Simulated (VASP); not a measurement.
```yaml
crystal:
  lattice:
    - [0.00000, 2.27226, 2.27226]
    - [2.27226, 0.00000, 2.27226]
    - [2.27226, 2.27226, 0.00000]
  atoms:
    - { symbol: Ca, position: [0.00000, 0.00000, 0.00000] }
    - { symbol: O, position: [0.50000, 0.50000, 0.50000] }
```

All values below come from PBE GGA, VASP's PBE PAW potentials (set 64) (plane waves; VASP 6.6.1). Numerical set-up: 620 eV cut-off, 10×10×10 Γ-centred mesh, Gaussian smearing of 0.050 eV, potentials Ca_sv O.

Problem. Estimate the energy per atom (σ→0), pressure, band gap (on the k-mesh) with the smallest direct gap where there is one.

Solution. 
The band gap (on the k-mesh) is 3.51 eV. The smallest direct gap (on the k-mesh) comes out as 3.82 eV. The energy per atom (σ→0) comes out as -6.209 eV/atom and the pressure is 29.84 GPa.

Only differences to runs with the same potentials and settings are physical.

The compound is CaO in the rock salt structure. It was relaxed first under an external pressure of 30 GPa.
